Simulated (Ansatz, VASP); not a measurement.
## KF (Carobbiite) in two plane-wave programs

One calculation is typed for both programs; each brings its own data sets. How far apart do they land? Of the first pair: The cell is taken from a series of runs on this material, whose earlier steps may have relaxed, scaled, displaced or heated it; both programs get it as it stands.

Calculated with Ansatz 0.2.0; plane waves, with VASP 6.6.1 beside it; relaxation of cell and atoms at LDA and relaxation of cell and atoms at PBE.

### Step 1. Starting point

Symmetry: Fm-3m, No. 225, cubic system. The conventional cell has a = 5.163 Å, b = 5.163 Å, c = 5.163 Å, α = 90.00°, β = 90.00°, γ = 90.00°. K has 6 F at 2.58 Å nearest. F has 6 K at 2.58 Å nearest. Farther neighbours and most contacts between anions are not listed.

As a file:

```cif
data_structure
_symmetry_space_group_name_H-M 'Fm-3m'
_symmetry_Int_Tables_number 225
_cell_length_a 5.1626
_cell_length_b 5.1626
_cell_length_c 5.1626
_cell_angle_alpha 90.000
_cell_angle_beta 90.000
_cell_angle_gamma 90.000
_cell_volume 137.59
loop_
_atom_site_label
_atom_site_type_symbol
_atom_site_symmetry_multiplicity
_atom_site_Wyckoff_symbol
_atom_site_fract_x
_atom_site_fract_y
_atom_site_fract_z
_atom_site_occupancy
K1 K 4 a 0.00000 0.00000 0.00000 1
F1 F 4 b 0.50000 0.00000 0.00000 1
```

### Step 2. VASP: relaxation of cell and atoms, LDA

The relaxed volume is the usual yardstick between codes: in a stiff, nearly cubic crystal its relative difference is about their pressure difference at one cell divided by the bulk modulus.

Lines of VASP's logs that name or quote its potential files are left out, and so is its time.

File INCAR:

```
SYSTEM = KF
PREC = Accurate
ENCUT = 600
EDIFF = 1E-07
NELM = 120
ISMEAR = 0
SIGMA = 0.02
LREAL = .FALSE.
ALGO = Normal
GGA = CA
NBANDS = 14
LORBIT = 11
LWAVE = .FALSE.
LCHARG = .FALSE.
ISIF = 3
IBRION = 2
NSW = 80
EDIFFG = -0.005
LASPH = .TRUE.
GGA_COMPAT = .FALSE.
NELMIN = 4
EFERMI = MIDGAP
```

File POSCAR:

```
KF
1.0
    0.0000000000      2.5812890000      2.5812890000
    2.5812890000      0.0000000000      2.5812890000
    2.5812890000      2.5812890000      0.0000000000
K F
1 1
Direct
    0.0000000000      0.0000000000      0.0000000000
    0.5000000000      0.5000000000      0.5000000000
```

File KPOINTS:

```
Automatic mesh
0
Gamma
8 8 8
0 0 0
```

The projector-augmented-wave data sets are K_sv and F (LDA family, release 64).

Command:

```console
> mpirun -np 1 vasp_std
```

Numbers of over 12 decimals in the logs are rounded to 6 here.

What it wrote:

```text
[banner, memory and clock lines left out]
running    1 mpi-ranks, on    1 nodes
 distrk:  each k-point on    1 cores,    1 groups
 distr:  one band on    1 cores,    1 groups

 POSCAR found type information on POSCAR K F
 POSCAR found :  2 types and       2 ions
 LDA part: xc-table for (Slater(with rela. corr.)+CA(PZ))
 , standard interpolation
 POSCAR, INCAR and KPOINTS ok, starting setup
 FFT: planning ... GRIDC
 FFT: planning ... GRID_SOFT
 FFT: planning ... GRID
 WAVECAR not read
 entering main loop
       N       E                     dE             d eps       ncg     rms          rms(c)
DAV:   1     0.126446126752E+03    0.12645E+03   -0.90465E+03   812   0.127E+03
DAV:   2    -0.482707482565E+01   -0.13127E+03   -0.11508E+03   974   0.319E+02
DAV:   3    -0.100768045007E+02   -0.52497E+01   -0.52130E+01  1078   0.600E+01
DAV:   4    -0.102507917944E+02   -0.17399E+00   -0.17394E+00  1068   0.966E+00
DAV:   5    -0.102528870387E+02   -0.20952E-02   -0.20952E-02  1046   0.109E+00    0.634E+00
DAV:   6    -0.914559505384E+01    0.11073E+01   -0.32646E+00   880   0.168E+01    0.474E+00
DAV:   7    -0.909876553274E+01    0.46830E-01   -0.90538E-02   956   0.248E+00    0.284E+00
DAV:   8    -0.907329556892E+01    0.25470E-01   -0.47142E-02   968   0.226E+00    0.215E-01
DAV:   9    -0.907332758813E+01   -0.32019E-04   -0.40722E-03  1010   0.536E-01    0.107E-01
DAV:  10    -0.907341431463E+01   -0.86726E-04   -0.45774E-04  1018   0.229E-01    0.487E-02
DAV:  11    -0.907340404323E+01    0.10271E-04   -0.50220E-05  1070   0.841E-02    0.128E-02
DAV:  12    -0.907340671827E+01   -0.26750E-05   -0.26688E-06   956   0.161E-02    0.170E-03
DAV:  13    -0.907340683962E+01   -0.12135E-06   -0.34154E-07  1006   0.552E-03    0.232E-03
DAV:  14    -0.907340680492E+01    0.34696E-07   -0.14853E-07   864   0.381E-03
   1 F= -.90734068E+01 E0= -.90734068E+01  d E =-.907341E+01
 curvature:   0.00 expect dE= 0.000E+00 dE for cont linesearch  0.000E+00
 trial: gam= 0.00000 g(F)=  0.297E-60 g(S)=  0.984E-04 ort = 0.000E+00 (trialstep = 0.100E+01)
 search vector abs. value=  0.984E-04
 bond charge predicted
       N       E                     dE             d eps       ncg     rms          rms(c)
DAV:   1    -0.907455797046E+01   -0.11511E-02   -0.20647E-02  1028   0.154E+00    0.250E-01
DAV:   2    -0.907359624201E+01    0.96173E-03   -0.35981E-03   926   0.561E-01    0.660E-02
DAV:   3    -0.907348496902E+01    0.11127E-03   -0.21436E-04  1318   0.153E-01    0.495E-02
DAV:   4    -0.907346964408E+01    0.15325E-04   -0.55250E-05  1454   0.578E-02    0.393E-02
DAV:   5    -0.907347214922E+01   -0.25051E-05   -0.61389E-06  1242   0.142E-02    0.490E-03
DAV:   6    -0.907347249125E+01   -0.34204E-06   -0.92776E-07  1478   0.685E-03    0.137E-03
DAV:   7    -0.907347251538E+01   -0.24124E-07   -0.31379E-08   592   0.168E-03
   2 F= -.90734725E+01 E0= -.90734725E+01  d E =-.657105E-04
 trial-energy change:   -0.000066  1 .order   -0.000065   -0.000098   -0.000031
 step:   1.4131(harm=  1.4626)  dis= 0.00000  next Energy=    -9.073479 (dE=-0.722E-04)
 bond charge predicted
       N       E                     dE             d eps       ncg     rms          rms(c)
DAV:   1    -0.907366503658E+01   -0.19255E-03   -0.35210E-03  1028   0.638E-01    0.103E-01
DAV:   2    -0.907350102771E+01    0.16401E-03   -0.61404E-04   932   0.232E-01    0.273E-02
DAV:   3    -0.907348207119E+01    0.18957E-04   -0.36606E-05  1306   0.633E-02    0.203E-02
DAV:   4    -0.907347945475E+01    0.26164E-05   -0.94687E-06  1472   0.239E-02    0.161E-02
DAV:   5    -0.907347988568E+01   -0.43093E-06   -0.10464E-06  1256   0.592E-03    0.196E-03
DAV:   6    -0.907347993738E+01   -0.51702E-07   -0.95107E-08   966   0.286E-03
   3 F= -.90734799E+01 E0= -.90734799E+01  d E =-.731325E-04
 curvature:  -0.72 expect dE=-0.277E-06 dE for cont linesearch -0.277E-06
 trial: gam=-0.05853 g(F)=  0.264E-59 g(S)=  0.384E-06 ort = 0.614E-05 (trialstep = 0.108E+01)
 search vector abs. value=  0.159E-08
 reached required accuracy - stopping structural energy minimisation
```

From OUTCAR (step 2):

```text
ion  position               nearest neighbor table
   1  0.000  0.000  0.000-   2 2.58   2 2.58   2 2.58   2 2.58   2 2.58   2 2.58
   2  0.500  0.500  0.500-   1 2.58   1 2.58   1 2.58   1 2.58   1 2.58   1 2.58

  LATTYP: Found a face centered cubic cell.
 ALAT       =     5.1625780000

 Subroutine GETGRP returns: Found 48 space group operations
 (whereof 48 operations were pure point group operations)

The static configuration has the point symmetry O_h .

 Found     29 irreducible k-points:

   k-points           NKPTS =     29   k-points in BZ     NKDIM =     29   number of bands    NBANDS=     14

   dimension x,y,z NGX =    30 NGY =   30 NGZ =   30
   dimension x,y,z NGXF=    60 NGYF=   60 NGZF=   60

   ENCUT  =  600.0 eV  44.10 Ry    6.64 a.u.   7.29  7.29  7.29*2*pi/ulx,y,z

   NELECT =      16.0000    total number of electrons

 k-points in reciprocal lattice and weights: Automatic mesh
   0.00000000  0.00000000  0.00000000       0.002
   0.12500000  0.00000000  0.00000000       0.016
   0.25000000  0.00000000  0.00000000       0.016
   0.37500000  0.00000000  0.00000000       0.016
   0.50000000  0.00000000  0.00000000       0.008
   0.12500000  0.12500000  0.00000000       0.012
   0.25000000  0.12500000  0.00000000       0.047
   0.37500000  0.12500000  0.00000000       0.047
   0.50000000  0.12500000  0.00000000       0.047
[...]
-0.37500000  0.50000000  0.12500000       0.023
  -0.25000000  0.50000000  0.25000000       0.012

 average (electrostatic) potential at core
       1 -35.0648       2 -77.6947

 E-fermi :   0.2244

 k-point     1 :       0.0000    0.0000    0.0000
  band No.  band energies     occupation
    ...
      4     -11.7054      2.00000
      5     -11.7054      2.00000
      6      -2.9395      2.00000
      7      -2.9395      2.00000
      8      -2.9395      2.00000
      9       3.3882      0.00000
     10       7.8307      0.00000
     11       7.8307      0.00000
     12       7.8307      0.00000
     13       9.7098      0.00000
    ...

 k-point     2 :       0.1250    0.0000    0.0000
  band No.  band energies     occupation
    ...
      4     -11.7119      2.00000
      5     -11.7119      2.00000
      6      -3.1139      2.00000
      7      -3.0106      2.00000
      8      -3.0106      2.00000
      9       3.8696      0.00000
     10       7.5429      0.00000
     11       8.0713      0.00000
     12       8.0713      0.00000
     13       9.8909      0.00000
    ...

 k-point     3 :       0.2500    0.0000    0.0000
  band No.  band energies     occupation
    ...
      4     -11.7276      2.00000
      5     -11.7276      2.00000
      6      -3.4780      2.00000
      7      -3.1767      2.00000
      8      -3.1767      2.00000
      9       5.0300      0.00000
     10       7.1930      0.00000
     11       8.6779      0.00000
     12       8.6779      0.00000
     13      10.4325      0.00000
    ...

  Total        0.0023021      0.0023021      0.0023021     -0.0000000      0.0000000     -0.0000000
  in kB        0.1068222      0.1068222      0.1068222     -0.0000000      0.0000000     -0.0000000
  external PRESSURE =       0.1068222 kB  Pullay stress =       0.0000000 kB

  energy-cutoff  :      600.00
  volume of cell :       34.53
      direct lattice vectors                 reciprocal lattice vectors
     0.000000000  2.584533520  2.584533520    -0.193458509  0.193458509  0.193458509
     2.584533520  0.000000000  2.584533520     0.193458509 -0.193458509  0.193458509
     2.584533520  2.584533520  0.000000000     0.193458509  0.193458509 -0.193458509

 POSITION                                       TOTAL-FORCE (eV/Angst)
 -----------------------------------------------------------------------------------
      0.00000      0.00000      0.00000        -0.000000     -0.000000     -0.000000
      2.58453      2.58453      2.58453         0.000000      0.000000      0.000000
 -----------------------------------------------------------------------------------
    total drift:                                0.000000      0.000000      0.000000

  FREE ENERGIE OF THE ION-ELECTRON SYSTEM (eV)
  ---------------------------------------------------
  free  energy   TOTEN  =        -9.0734799374 eV

  energy  without entropy=       -9.0734799374  energy(sigma->0) =       -9.07347994

 reached required accuracy - stopping structural energy minimisation

 total charge
# of ion       s       p       d       tot
------------------------------------------
    1        1.959   5.579   0.043   7.582
    2        1.719   4.341   0.000   6.060
--------------------------------------------------
tot          3.678   9.921   0.043  13.642

[... 3 further parts left out ...]
```

CONTCAR:

```
KF
   1.00000000000000
     0.0000000000000000    2.5845335199595589    2.5845335199595589
     2.5845335199595589    0.0000000000000000    2.5845335199595589
     2.5845335199595589    2.5845335199595589    0.0000000000000000
  K               F
     1     1
Direct
     0.0000000000000000    0.0000000000000000    0.0000000000000000
     0.5000000000000000    0.5000000000000000    0.5000000000000000
```

### Step 3. Ansatz: relaxation of cell and atoms, LDA

Ansatz runs on its default PAW (the set named soft_2) files.

The same cell, functional (in two slightly different forms), mesh and smearing now go to Ansatz, which takes its cutoff from its data sets.

File input.yaml:

```yaml
crystal:
  lattice:
    - [0.0, 2.5812886551, 2.5812886551]
    - [2.5812886551, 0.0, 2.5812886551]
    - [2.5812886551, 2.5812886551, 0.0]
  atoms:
    - { symbol: K, position: [0.0, 0.0, 0.0] }
    - { symbol: F, position: [0.5, 0.5, 0.5] }
kpoints:
  mp_grid: { grid: [8, 8, 8] }
hamiltonian:
  xc: lda
scf:
  occupations: { method: gaussian, width: 0.02 }
output:
  forces: true
  stress: true
  eigenvalues: true
  write_density: true
  write_potential: true
  elf: true
  volumetric_format: npy
relax:
  adjacent_minimum: "off"
  f_tol: 0.005
  max_steps: 80
  cell: { stress_tol: 0.05 }
```

Command:

```console
> ansatz run input.yaml --threads 4 --pin off --max-ram 16384MiB --backend cpu --events-out ev --progress --plain --runs-dir out
```

What it wrote:

```text
Engine: ansatz 0.2.0, aarch64-unknown-linux-gnu
Pseudopotentials: kind: paw
Pseudopotential: K, paw, valence charge 9, recommended cutoff 420 eV (normal), K.paw.azcp
Pseudopotential: F, paw, valence charge 7, recommended cutoff 420 eV (normal), F.paw.azcp
Functional definition: SPW92
  exchange = slater_x
  correlation = pw_c
Crystal: 2 atoms, lattice volume = 34.399 Å³
Basis set: ecut = 420 eV, 645 PW (Γ)
Bands: 12, of which v1, the nominal top of the filled ones, is band 8 counted from 1 (7 counted from 0)
Symmetry: 48 space group operations
Space group: Fm-3m (ITA 225), of the structure as read, at distance tolerance 3.3e-5 Å
k-points: 29 of 512
Non-local potential: K, projectors of the file, l = 0: 3, l = 1: 2, l = 2: 2
Non-local potential: F, projectors of the file, l = 0: 2, l = 1: 2, l = 2: 1
PAW form: soft (Blöchl's): semilocal exchange-correlation on the pseudo side does not see the compensation charge
PAW frozen core: K, regenerated for the run's functional, and the local potential with it (the file was generated under x = pbe(κ = 0.804, μ = 0.219515), c = pbe(β = 0.066725))
PAW frozen core: F, regenerated for the run's functional, and the local potential with it (the file was generated under x = pbe(κ = 0.804, μ = 0.219515), c = pbe(β = 0.066725))
PAW one-centre angular grid: K, 110 points (default); XC on 64 Gauss nodes
PAW one-centre angular grid: F, 110 points (default); XC on 64 Gauss nodes
Initial density: superposition of atomic densities (neutral atoms: chi_scale 0, normalization atom), corrected by the library's trained network
Initial wavefunctions: pseudopotential atomic-orbital guess
Functional: x = slater, c = lda
SCF iter   1: F=—  HF=-2292.800176 eV  |F-HF|=—  |Δ(HF+E_count)|=         —  Δρ=1.66e-2  dr2=7.00e-2  ethr=1.77e-3  ⟨swp⟩=6.4  Hψ=2264  notcnv=0
preconditioner: auto → none  [insulator: Δε(μ)=6.071 eV  Ē_g=19.815 eV  σ=0.020 eV  W_gap=1.00  n_scr=8 (ndim 8)  ℏωp=25.3 eV  f_vac=0.096  D(μ)=0.00/eV (n_scr^D=0)  ε∞_Penn≈2.6]
SCF iter   2: F=—  HF=-2292.785315 eV  |F-HF|=—  |Δ(HF+E_count)|=   1.49e-2  Δρ=1.08e-2  dr2=2.14e-2  ethr=4.37e-4  ⟨swp⟩=2.0  Hψ=893  notcnv=0
SCF iter   3: F=—  HF=-2292.779056 eV  |F-HF|=—  |Δ(HF+E_count)|=   6.26e-3  Δρ=2.29e-3  dr2=8.56e-4  ethr=1.34e-4  ⟨swp⟩=2.0  Hψ=651  notcnv=0
SCF iter   4: F=—  HF=-2292.778756 eV  |F-HF|=—  |Δ(HF+E_count)|=   3.00e-4  Δρ=4.28e-4  dr2=1.92e-5  ethr=5.35e-6  ⟨swp⟩=2.0  Hψ=550  notcnv=0
SCF iter   5: F=—  HF=-2292.778749 eV  |F-HF|=—  |Δ(HF+E_count)|=   7.04e-6  Δρ=2.43e-5  dr2=9.27e-8  ethr=1.20e-7  ⟨swp⟩=2.7  Hψ=548  notcnv=0
SCF iter   6: F=-2292.778749 eV  HF=-2292.778749 eV  |F-HF|=9.68e-9  |Δ(HF+E_count)|=   1.32e-8  Δρ=7.21e-6  dr2=1.12e-8  ethr=5.79e-10  ⟨swp⟩=5.0  Hψ=1793  notcnv=0
SCF 1 converged in 6 iterations: F = -2292.778749 eV  dr2 = 1.12e-8
  greatest PAW one-centre occupation: 0.985 electrons in one spin orbital (limit 2), on the K atom at site 0 (counted from 0), in its partial waves of l = 0
relax step   1: F+E_penalty+E_count = -2292.77874897 eV  Δ(F+E_penalty+E_count) = +0.000e0 eV  max|allowed force component| = 1.325e-29 eV/Å  Δτ_max = 0.0000 Å  P = -0.012 GPa  Ω = 34.399 Å³  (6 SCF iters, dr2 threshold 1.00e-7 eV, accepted)
Initial density: handed on by an earlier stage of this run
Initial wavefunctions: pseudopotential atomic-orbital guess (no wavefunctions were taken with the density)
iter 1 solved again at ethr=2.28e-6 eV; its pass at ethr=3.10e-3 eV (dr2=3.65e-4 eV) is discarded
SCF iter   1: F=—  HF=-2292.778748 eV  |F-HF|=—  |Δ(HF+E_count)|=         —  Δρ=8.84e-6  dr2=1.57e-8  ethr=2.28e-6  ⟨swp⟩=2.3  Hψ=2986  notcnv=0
eigensolver tolerance schedule: the retry pair's looser diagonalisation over-reported the residual by 23222.98 of it (diagonalisation noise at an unbounded share of the residual, at the tolerance the schedule requests for it); recorded, not acted on — ethr = c·dr2/N_el stays at c = 1.0e-1
preconditioner: auto → none  [insulator: Δε(μ)=6.366 eV  Ē_g=19.962 eV  σ=0.020 eV  W_gap=1.00  n_scr=8 (ndim 8)  ℏωp=25.3 eV  f_vac=0.080  D(μ)=0.00/eV (n_scr^D=0)  ε∞_Penn≈2.6]
SCF iter   2: F=—  HF=-2292.778749 eV  |F-HF|=—  |Δ(HF+E_count)|=   7.10e-7  Δρ=6.20e-6  dr2=8.59e-9  ethr=9.84e-11  ⟨swp⟩=2.7  Hψ=698  notcnv=0
SCF iter   3: F=—  HF=-2292.778749 eV  |F-HF|=—  |Δ(HF+E_count)|=   2.41e-9  Δρ=6.10e-7  dr2=5.83e-11  ethr=5.37e-11  ⟨swp⟩=2.0  Hψ=435  notcnv=0
SCF iter   4: F=-2292.778749 eV  HF=-2292.778749 eV  |F-HF|=5.46e-12  |Δ(HF+E_count)|=  3.64e-12  Δρ=3.10e-7  dr2=1.20e-11  ethr=1.00e-12  ⟨swp⟩=5.0  Hψ=1230  notcnv=0
SCF 2 converged in 4 iterations: F = -2292.778749 eV  dr2 = 1.20e-11
relax step   2: F+E_penalty+E_count = -2292.77874898 eV  Δ(F+E_penalty+E_count) = -6.693e-9 eV  max|allowed force component| = 2.370e-29 eV/Å  Δτ_max = 0.0000 Å  P = -0.011 GPa  Ω = 34.399 Å³  stress off target by 1.12e-2 GPa  SCF on the basis re-selected at this cell (its energy is not comparable with the rows above)  (4 SCF iters)
basis re-selected at this cell: Δ(F+E_penalty+E_count) = -6.693e-9 eV, ΔP = +0.000 GPa vs the last step (what re-selecting the basis moved, of the pressure what is left beyond the Pulay correction that the steps carried, after the strain that the cell walked since its last selection, with what the two solves' SCF thresholds leave and, on support functions, any second-order correction that the steps lacked; it is no m [...]
SCF converged after 4 iterations
Free energy (F): -2292.778749 eV
Harris-Foulkes:  -2292.778749 eV  (|F-HF|=5.46e-12)
Internal energy: -2292.778749 eV  (E = F + TS)
E sigma→0 (E₀):  -2292.778749 eV
Fermi energy:    4.958727 eV
--- Per-component energies (eV) ---
  E_band       = -115.011143
  E_kinetic    = 460.908245
  E_local      = -1056.717851  (includes V_loc(G=0)·N_el)
  E_nonlocal   = 91.155860
  E_hartree    = 376.671388
  E_xc         = -212.317735
  E_vxc        = -266.262590  (∫ρ·V_xc dr)
  E_paw        = -930.124517  (= ΣΔE_a)
  E_vpaw       = -97.439556  (= ΣTr[D̂ρ^β])
  E_aug_tail   = 0.001989  (compensation charges beyond the density's cutoff)
  E_ewald      = -1022.726879
  E_core_change = 0.370752  (= ΣΔE_core)
  E_smearing   = -0.000000  (= −TS)
  E_closure    = -0.000000  (closes the sum)
  Σ components = -2292.778749   (vs F -2292.778749, Δ=0.00e0)
--- Forces (eV/Å), atoms counted from 1 ---
  atom   1  K     -0.00000000     0.00000000    -0.00000000
  atom   2  F      0.00000000    -0.00000000     0.00000000
  max |Σ_I F_I| component: 4.52e-29 eV/Å
--- Stress (GPa, compression-positive) ---
       -0.011189       0.000000       0.000000
        0.000000      -0.011189       0.000000
       -0.000000      -0.000000      -0.011189
  P = ⅓ Tr σ = -0.0112 GPa (-0.112 kbar)
--- Band table (eV; the first three rows and the last of 29) ---
  k-point 0: bands = [... 4 lower, -6.9760, 1.7756, 1.7756, 1.7756, 8.1418, 12.5715, 12.5715, 12.5715]
  k-point 1: bands = [... 4 lower, -6.9826, 1.6007, 1.7037, 1.7037, 8.6233, 12.2836, 12.8089, 12.8089]
  k-point 2: bands = [... 4 lower, -6.9982, 1.2366, 1.5362, 1.5362, 9.7835, 11.9342, 13.4062, 13.4062]
  k-point 28: bands = [... 4 lower, -7.0801, 1.2602, 1.6571, 1.6571, 11.5699, 11.5699, 13.4381, 15.7585]
--- Relaxed structure (1 steps of the walk, 1 accepted, 1 SCFs on fresh bases) ---
  F+E_penalty+E_count = -2292.77874898 eV   max|allowed force component| = 2.370e-29 eV/Å   (the final SCF, on the basis selected at the relaxed cell)
  cell:  # Å, volume = 34.3985 Å³
    - [0.0, 2.5812886551, 2.5812886551]
    - [2.5812886551, 0.0, 2.5812886551]
    - [2.5812886551, 2.5812886551, 0.0]
  atoms:
    - { symbol: K, position: [0.0, 0.0, 0.0] }
    - { symbol: F, position: [0.5, 0.5, 0.5] }
```

### Step 4. Comparison

Known differences besides the potentials themselves: the two LDA forms differ slightly; the cutoff is 420 eV in Ansatz and 600 eV in VASP; VASP's log shows a relativistic correction to its local exchange, Ansatz's none; Ansatz adds a Pulay correction to the stress that steers its cell, VASP none. Total energies have different zeros and are not compared.

Both answers:

```csv
quantity,Ansatz,VASP,difference
volume (Å³),34.40,34.53,-0.38 %
"edge a after relaxation, in the typed setting (Å)",3.651,3.655,-0.13 %
```

(Part 1 of 2 ends here.)

[Lines on the potential files, build, host, timing and source positions are cut from VASP's logs without a mark.]

[Logs are printed without paths, hosts, clocks, repeated set-up lines and the standing remarks that a program may print on its own settings, such as how far it seeks lower states.]

[Hosts, paths, dates, database ids (printed as entryN), source tags and the programs' standing remarks are cut or masked in the printed files.]
